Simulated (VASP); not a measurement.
# MgC2 (P4_2/mnm) in VASP: further runs

The runs below take MgC2 through single point, relaxation of cell and atoms, with PBEsol, PBE+ULG, BLYP+D3, PBE+MBD.

Everything below comes from runs of VASP 6.6.1. Logs are shortened: lines on timing, memory, paths and dates and some standing lists are left out, and cuts for length are marked.

## 1. Starting point

The structure is tetragonal, space group P4_2/mnm (No. 136). Conventional cell: a = 3.951 Å, b = 3.951 Å, c = 4.987 Å, α = 90.00°, β = 90.00°, γ = 90.00°. Mg (site symmetry mmm) is surrounded by 2 C at 2.17 Å. C (site symmetry m2m) has 1 C at 1.26 Å as nearest neighbours.

The cell comes from a database or a generator and needn't be the stable form of this composition.

## 2. Single point, PBEsol

File INCAR:

```
SYSTEM = MgC2
PREC = Accurate
ENCUT = 520
EDIFF = 1E-6
ISMEAR = 0
SIGMA = 0.1
LREAL = .FALSE.
LASPH = .TRUE.
NELM = 100
ALGO = Normal
ISIF = 2
LWAVE = .FALSE.
LCHARG = .FALSE.
GGA = PS
```

File KPOINTS:

```
regular mesh
0
G
  7 7 6
  0 0 0
```

File POSCAR:

```
MgC2
3.9508
    0.999994178394      0.000000000000      0.000000000000
    0.000000000000      0.999994178394      0.000000000000
    0.000000000000      0.000000000000      1.262298521818
Mg C
2 4
Direct
    0.0000000000      0.0000000000      0.5000000000
    0.5000000000      0.5000000000      0.0000000000
    0.3876550000      0.6123450000      0.5000000000
    0.1123450000      0.1123450000      0.0000000000
    0.6123450000      0.3876550000      0.5000000000
    0.8876550000      0.8876550000      0.0000000000
```

Potentials or basis: VASP PAW PBE potentials, release 64 (Mg_pv, C).

Run with:

```console
> cat potpaw_PBE.64/Mg_pv/POTCAR potpaw_PBE.64/C/POTCAR > POTCAR
> mpirun -np 1 vasp_std > vasp.out
```

OUTCAR:

```text
SYSTEM = MgC2
   PREC = Accurate
   ENCUT = 520
   EDIFF = 1E-6
   ISMEAR = 0
   LREAL = .FALSE.
   LASPH = .TRUE.
   NELM = 100
   ISIF = 2
   GGA = PS

 ion  position               nearest neighbor table
   1  0.000  0.000  0.500-   3 2.17   5 2.17
   2  0.500  0.500  0.000-   4 2.17   6 2.17
   3  0.388  0.612  0.500-   5 1.26   1 2.17
   4  0.112  0.112  0.000-   6 1.26   2 2.17
   5  0.612  0.388  0.500-   3 1.26   1 2.17
   6  0.888  0.888  0.000-   4 1.26   2 2.17

  LATTYP: Found a simple tetragonal cell.
 ALAT       =     3.9507770000
 C/A-ratio  =     1.2623058705

  Lattice vectors:

 A1 = (   3.9507770000,   0.0000000000,   0.0000000000)
 A2 = (   0.0000000000,   3.9507770000,   0.0000000000)
 A3 = (   0.0000000000,   0.0000000000,   4.9870890000)

Analysis of symmetry for initial positions (statically):
=====================================================================
 Subroutine PRICEL returns:
 Original cell was already a primitive cell.

 Routine SETGRP: Setting up the symmetry group for a
 simple tetragonal supercell.

 Subroutine GETGRP returns: Found 16 space group operations
 (whereof  8 operations were pure point group operations)
 out of a pool of 16 trial point group operations.

The static configuration has the point symmetry D_2h.
 The point group associated with its full space group is D_4h.

Analysis of symmetry for dynamics (positions and initial velocities):
=====================================================================
 Subroutine PRICEL returns:
 Original cell was already a primitive cell.

 Routine SETGRP: Setting up the symmetry group for a
 simple tetragonal supercell.

 Subroutine GETGRP returns: Found 16 space group operations
 (whereof  8 operations were pure point group operations)
 out of a pool of 16 trial point group operations.

The dynamic configuration has the point symmetry D_2h.
 The point group associated with its full space group is D_4h.

 Subroutine INISYM returns: Found 16 space group operations
 (whereof  8 operations are pure point group operations),
 and found     1 'primitive' translations

----------------------------------------------------------------------------------------

                                     Primitive cell

  volume of cell :      77.8417

  direct lattice vectors                    reciprocal lattice vectors
     3.950777000  0.000000000  0.000000000     0.253114767  0.000000000  0.000000000
     0.000000000  3.950777000  0.000000000     0.000000000  0.253114767  0.000000000
     0.000000000  0.000000000  4.987089000     0.000000000  0.000000000  0.200517777

  length of vectors
     3.950777000  3.950777000  4.987089000     0.253114767  0.253114767  0.200517777

  position of ions in fractional coordinates (direct lattice)
     0.000000000  0.000000000  0.500000000
     0.500000000  0.500000000  0.000000000
     0.387655000  0.612345000  0.500000000
     0.112345000  0.112345000  0.000000000
     0.612345000  0.387655000  0.500000000
     0.887655000  0.887655000  0.000000000

  ion indices of the primitive-cell ions
   primitive index   ion index
                 1           1
                 2           2
                 3           3
                 4           4
                 5           5
                 6           6

----------------------------------------------------------------------------------------

 KPOINTS: regular mesh

Automatic generation of k-mesh.
 Grid dimensions read from file:
 generate k-points for:    7    7    6

 Generating k-lattice:

  Cartesian coordinates                     Fractional coordinates (reciprocal lattice)
     0.036159252  0.000000000  0.000000000     0.142857143  0.000000000  0.000000000
     0.000000000  0.036159252  0.000000000     0.000000000  0.142857143  0.000000000
     0.000000000  0.000000000  0.033419630     0.000000000  0.000000000  0.166666667

  Length of vectors
     0.036159252  0.036159252  0.033419630

  Shift w.r.t. Gamma in fractional coordinates (k-lattice)
     0.000000000  0.000000000  0.000000000

 Subroutine IBZKPT returns following result:
 ===========================================

 Found     40 irreducible k-points:

 Following reciprocal coordinates:
            Coordinates               Weight
  0.000000  0.000000  0.000000      1.000000
  0.142857  0.000000  0.000000      4.000000
  0.285714  0.000000  0.000000      4.000000
  0.428571  0.000000  0.000000      4.000000
  0.142857  0.142857  0.000000      4.000000
  0.285714  0.142857  0.000000      8.000000
[... 16 lines left out ...]
  0.285714  0.000000  0.333333      8.000000
  0.428571  0.000000  0.333333      8.000000
 [... further k-points ...]
   k-points           NKPTS =     40   k-points in BZ     NKDIM =     40   number of bands    NBANDS=     20
   number of dos      NEDOS =    301   number of ions     NIONS =      6
   total plane-waves  NPLWV =  36000
   dimension x,y,z NGX =    30 NGY =   30 NGZ =   40
   dimension x,y,z NGXF=    60 NGYF=   60 NGZF=   80
   ions per type =               2   4
   NGX,Y,Z   is equivalent  to a cutoff of  12.62, 12.62, 13.33 a.u.
   NGXF,Y,Z  is equivalent  to a cutoff of  25.25, 25.25, 26.67 a.u.
 SYSTEM =  MgC2
   PREC   = accura    normal or accurate (medium, high low for compatibility)
   ISTART =      0    job   : 0-new  1-cont  2-samecut
   ICHARG =      2    charge: 1-file 2-atom 10-const
   ISPIN  =      1    spin polarized calculation?
   LNONCOLLINEAR =      F non collinear calculations
   LSORBIT =      F    spin-orbit coupling
   LASPH  =      T    aspherical Exc in radial PAW
   ENCUT  =  520.0 eV  38.22 Ry    6.18 a.u.   7.35  7.35  9.27*2*pi/ulx,y,z
   NELM   =    100;   NELMIN=  2; NELMDL= -5     # of ELM steps
   EDIFF  = 0.1E-05   stopping-criterion for ELM
   LREAL  =      F    real-space projection
   EDIFFG = 0.1E-04   stopping-criterion for IOM
   NSW    =      0    number of steps for IOM
   IBRION =     -1    ionic relax: 0-MD 1-quasi-New 2-CG
   NFREE  =      0    steps in history (QN), initial steepest desc. (CG)
   ISIF   =      2    stress and relaxation
   ISYM   =      2    0-nonsym 1-usesym 2-fastsym
   POTIM  = 0.5000    time-step for ionic-motion
   TEBEG  =    0.0;   TEEND  =   0.0 temperature during run
   PSTRESS=    0.0 pullay stress
   NELECT =      32.0000    total number of electrons
   NUPDOWN=      -1.0000    fix difference up-down
   EMIN   =  10.00;   EMAX   =-10.00  energy-range for DOS
   EFERMI =   0.00;   METHOD = LEGACY
   ISMEAR =     0;   SIGMA  =   0.10  broadening in eV -4-tet -1-fermi 0-gaus
   EFERMI_NEDOS =   21; number of points for ismear=-14 and -15
   IALGO  =     38    algorithm
   IMIX   =      4    mixing-type and parameters
     AMIX     =   0.40;   BMIX     =  1.00
     AMIX_MAG =   1.60;   BMIX_MAG =  1.00
  volume/ion in A,a.u.               =      12.97        87.55
  Fermi-wavevector in a.u.,A,eV,Ry     =   1.217271  2.300310 20.160430  1.481750
  Thomas-Fermi vector in A             =   2.352597
   LORBIT       =      0    0 simple, 1 ext, 2 COOP (PROOUT), +10 PAW based schemes
   GGA     = PS    functional components
   LHFCALC =     F    Hartree Fock is set to
   AEXX    =    0.0000 exact exchange contribution
   IVDW    =     0    specifies the selected vdW correction
   LEPSILON=     F    determine dielectric tensor
   LRPA    =     F    only Hartree local field effects (RPA)
 non-spin polarized calculation
 Gauss-broadening in eV      SIGMA  =   0.10
  energy-cutoff  :      520.00
  volume of cell :       77.84
 maximum number of plane-waves:      2146
 NGX is ok and might be reduce to    30
   NGX = 15   NGY = 15   NGZ = 19

 number of electron      32.0000005 magnetization

 Free energy of the ion-electron system (eV)
  ---------------------------------------------------
  ext. energy  EPLUGINS =         0.00000000
  ---------------------------------------------------
  free energy    TOTEN  =       -39.05745083 eV

  energy without entropy =      -39.05745083  energy(sigma->0) =      -39.05745083

 E-fermi :   1.3932     XC(G=0):  -9.8462

 val. band max:        0.8590278768   @ k =   0.4286   0.4286   0.5000
 cond. band min:       3.3239843178   @ k =   0.0000   0.0000   0.0000
 fundamental gap:      2.4649564410
 Fermi energy:         1.3932169444

 k-point     1 :       0.0000    0.0000    0.0000
  band No.  band energies     occupation
      1     -39.2815      2.00000
      2     -39.2815      2.00000
      3     -39.2526      2.00000
      4     -39.2480      2.00000
      5     -39.1324      2.00000
      6     -39.1324      2.00000
[... 12 lines left out ...]
     19       6.3839      0.00000
     20       6.3839      0.00000

 k-point     2 :       0.1429    0.0000    0.0000
  band No.  band energies     occupation
      1     -39.2817      2.00000
      2     -39.2816      2.00000
      3     -39.2524      2.00000
      4     -39.2483      2.00000
      5     -39.1325      2.00000
      6     -39.1325      2.00000
[... 12 lines left out ...]
     19       6.2762      0.00000
     20       6.4054      0.00000

 k-point     3 :       0.2857    0.0000    0.0000
  band No.  band energies     occupation
      1     -39.2819      2.00000
      2     -39.2818      2.00000
      3     -39.2517      2.00000
      4     -39.2489      2.00000
      5     -39.1327      2.00000
      6     -39.1327      2.00000
[... 12 lines left out ...]
     19       6.4191      0.00000
     20       6.5805      0.00000

 k-point     4 :       0.4286    0.0000    0.0000
  band No.  band energies     occupation
      1     -39.2821      2.00000
      2     -39.2820      2.00000
      3     -39.2508      2.00000
      4     -39.2498      2.00000
      5     -39.1330      2.00000
      6     -39.1329      2.00000
[... 12 lines left out ...]
     19       6.3359      0.00000
     20       6.4028      0.00000

 k-point     5 :       0.1429    0.1429    0.0000
  band No.  band energies     occupation
      1     -39.2818      2.00000
      2     -39.2817      2.00000
      3     -39.2522      2.00000
      4     -39.2484      2.00000
      5     -39.1326      2.00000
      6     -39.1326      2.00000
[... 12 lines left out ...]
     19       6.5194      0.00000
     20       6.5315      0.00000

 k-point     6 :       0.2857    0.1429    0.0000
  band No.  band energies     occupation
      1     -39.2820      2.00000
      2     -39.2820      2.00000
      3     -39.2516      2.00000
      4     -39.2490      2.00000
      5     -39.1329      2.00000
      6     -39.1328      2.00000
[... 12 lines left out ...]
     19       6.4199      0.00000
     20       6.8968      0.00000

 k-point     7 :       0.4286    0.1429    0.0000
  band No.  band energies     occupation
      1     -39.2822      2.00000
      2     -39.2822      2.00000
      3     -39.2508      2.00000
      4     -39.2498      2.00000
      5     -39.1331      2.00000
      6     -39.1331      2.00000
[... 12 lines left out ...]
     19       6.1715      0.00000
     20       6.7004      0.00000
[... 277 lines left out ...]
 k-point    20 :       0.4286    0.4286    0.1667
  band No.  band energies     occupation
      1     -39.2826      2.00000
      2     -39.2826      2.00000
      3     -39.2503      2.00000
      4     -39.2502      2.00000
      5     -39.1335      2.00000
      6     -39.1335      2.00000
[... 12 lines left out ...]
     19       7.5022      0.00000
     20       7.6637      0.00000

 k-point    21 :       0.0000    0.0000    0.3333
  band No.  band energies     occupation
      1     -39.2816      2.00000
      2     -39.2816      2.00000
      3     -39.2516      2.00000
      4     -39.2494      2.00000
      5     -39.1325      2.00000
      6     -39.1325      2.00000
[... 12 lines left out ...]
     19       6.5048      0.00000
     20       6.5048      0.00000

 k-point    22 :       0.1429    0.0000    0.3333
  band No.  band energies     occupation
      1     -39.2817      2.00000
      2     -39.2817      2.00000
      3     -39.2514      2.00000
      4     -39.2494      2.00000
      5     -39.1325      2.00000
      6     -39.1325      2.00000
[... 12 lines left out ...]
     19       6.3481      0.00000
     20       6.4135      0.00000

 k-point    23 :       0.2857    0.0000    0.3333
  band No.  band energies     occupation
      1     -39.2819      2.00000
      2     -39.2819      2.00000
      3     -39.2510      2.00000
      4     -39.2496      2.00000
      5     -39.1327      2.00000
      6     -39.1327      2.00000
[... 12 lines left out ...]
     19       6.2618      0.00000
     20       6.7833      0.00000

 k-point    24 :       0.4286    0.0000    0.3333
  band No.  band energies     occupation
      1     -39.2821      2.00000
      2     -39.2821      2.00000
      3     -39.2505      2.00000
      4     -39.2500      2.00000
      5     -39.1329      2.00000
      6     -39.1329      2.00000
[... 12 lines left out ...]
     19       6.8179      0.00000
     20       7.1474      0.00000

 [... further k-points ...]
[... 5 lines left out ...]
  --------------------------------------------------------------------------------------
  -------------------------------------------------------------------------------------
  Total       -0.9723840     -0.9723840     -1.0447346     -0.0000000      0.0000000      0.0000000
  in kB      -20.0141083    -20.0141083    -21.5032649     -0.0000000      0.0000000      0.0000000
  external PRESSURE =     -20.5104939 kB  Pullay stress =       0.0000000 kB

 VOLUME and BASIS-vectors are now :
 -----------------------------------------------------------------------------
  energy-cutoff  :      520.00
  volume of cell :       77.84
      direct lattice vectors                 reciprocal lattice vectors
     3.950777000  0.000000000  0.000000000     0.253114767  0.000000000  0.000000000
     0.000000000  3.950777000  0.000000000     0.000000000  0.253114767  0.000000000
     0.000000000  0.000000000  4.987089000     0.000000000  0.000000000  0.200517777

 POSITION                                       TOTAL-FORCE (eV/Angst)
 -----------------------------------------------------------------------------------
      0.00000      0.00000      2.49354        -0.000000      0.000000     -0.000000
      1.97539      1.97539      0.00000        -0.000000      0.000000     -0.000000
      1.53154      2.41924      2.49354        -0.061501      0.061501     -0.000000
      0.44385      0.44385      0.00000         0.061501      0.061501      0.000000
      2.41924      1.53154      2.49354         0.061501     -0.061501     -0.000000
      3.50693      3.50693      0.00000        -0.061501     -0.061501     -0.000000
 -----------------------------------------------------------------------------------
    total drift:                               -0.000000      0.000000     -0.000000

  FREE ENERGIE OF THE ION-ELECTRON SYSTEM (eV)
  ---------------------------------------------------
  free  energy   TOTEN  =       -39.0574508279 eV

  energy  without entropy=      -39.0574508279  energy(sigma->0) =      -39.05745083
```

Wall time 28 s (1 thread of Intel Xeon 6975P-C (Granite Rapids), shared host); peak memory 0.2 GiB.

What came out:

* Free energy: -39.0575 eV
* Pressure: -2.1 GPa
* Largest force: 0.087 eV/Å
* Band gap on the k mesh: 2.46 eV, indirect (least direct gap 2.86 eV)

Forces on the atoms (eV/Å):
```
Mg   0.000  0.000  0.000
Mg   0.000  0.000  0.000
C   -0.062  0.062  0.000
C    0.062  0.062  0.000
C    0.062 -0.062  0.000
C   -0.062 -0.062  0.000
```

Levels at points of the mesh, in eV from the valence-band top:
| k point | band 13 | band 14 | band 15 | band 16 | band 17 | band 18 | band 19 | band 20 |
| --- | --- | --- | --- | --- | --- | --- | --- | --- |
| (0.00, 0.00, 0.00) | -1.35 | -0.47 | -0.40 | -0.40 | 2.46 | 5.17 | 5.52 | 5.52 |
| (0.00, 0.00, 0.50) | -0.77 | -0.77 | -0.33 | -0.33 | 3.54 | 3.54 | 5.68 | 5.68 |

Caveat: the standard files for N, O and F lose accuracy on very short bonds; the PAW data sets were made with another functional, which shifts forces and pressure a little; an odd mesh through Γ misses points on the zone boundary, where band edges often lie.

## 3. Single point, PBEsol

File run.py:

```python
from ase.calculators.vasp import Vasp
from ase.dft.bandgap import bandgap
from ase.io import read

atoms = read('MgC2.xyz')
calc = Vasp(
    directory='calc',
    xc='pbesol',
    pp='PBE',
    setups='materialsproject',
    prec='Accurate',
    encut=520,
    ediff=1e-07,
    ismear=0,
    sigma=0.1,
    lreal=False,
    lasph=True,
    nelm=80,
    algo='Fast',
    isif=2,
    lwave=False,
    lcharg=True,
    lelf=True,
    lvhar=True,
    kpts=[7, 7, 6],
    gamma=True,
    nbands=25,
)
atoms.calc = calc

print('energy (eV):', atoms.get_potential_energy())
print('free energy (eV):', atoms.get_potential_energy(force_consistent=True))
print('forces (eV/A):')
print(atoms.get_forces())
print('stress (eV/A^3, Voigt):', atoms.get_stress())
print('Fermi level (eV):', calc.get_fermi_level())
gap, top, bottom = bandgap(calc)
print('band gap (eV):', gap, 'from (spin, k, band)', top, 'to', bottom)
```

File MgC2.xyz:

```xyz
6
Lattice="3.9507770000 0.0000000000 0.0000000000 0.0000000000 3.9507770000 0.0000000000 0.0000000000 0.0000000000 4.9870890000" Properties=species:S:1:pos:R:3 pbc="T T T"
Mg     0.0000000000      0.0000000000      2.4935445000
Mg     1.9753885000      1.9753885000      0.0000000000
C      1.5315384579      2.4192385421      2.4935445000
C      0.4438500421      0.4438500421      0.0000000000
C      2.4192385421      1.5315384579      2.4935445000
C      3.5069269579      3.5069269579      0.0000000000
```

Potentials or basis: VASP PAW PBE potentials, release 64 (Mg_pv, C).

Run with:

```console
> python run.py
```

Run time: 47 s. Hardware: 1 thread of Intel Xeon 6975P-C (Granite Rapids), shared host; peak memory 0.21 GiB.

The run converged. Its results:

| Property | Result |
| --- | --- |
| Free energy | -39.0575 eV |
| Pressure | -2.0 GPa |
| Largest force | 0.087 eV/Å |
| Band gap on the k mesh | 2.46 eV, indirect (least direct gap 2.86 eV) |

Forces in eV/Å, atoms in the order of the input:
```
Mg   0.000  0.000  0.000
Mg   0.000  0.000  0.000
C   -0.062  0.062  0.000
C    0.062  0.062  0.000
C    0.062 -0.062  0.000
C   -0.062 -0.062  0.000
```

Stress tensor (GPa, compression positive):
```
-1.99  0.00  0.00
 0.00 -1.99  0.00
 0.00  0.00 -2.15
```

Levels at points of the mesh, in eV from the valence-band top:
| k point | band 13 | band 14 | band 15 | band 16 | band 17 | band 18 | band 19 | band 20 |
| --- | --- | --- | --- | --- | --- | --- | --- | --- |
| (0.00, 0.00, 0.00) | -1.35 | -0.47 | -0.40 | -0.40 | 2.46 | 5.17 | 5.52 | 5.52 |
| (0.00, 0.00, 0.50) | -0.77 | -0.77 | -0.33 | -0.33 | 3.54 | 3.54 | 5.68 | 5.68 |

Caveat: the standard files for N, O and F lose accuracy on very short bonds; the PAW data sets were made with another functional, which shifts forces and pressure a little; an odd mesh through Γ misses points on the zone boundary, where band edges often lie.

(Continued in part 2 of 2.)
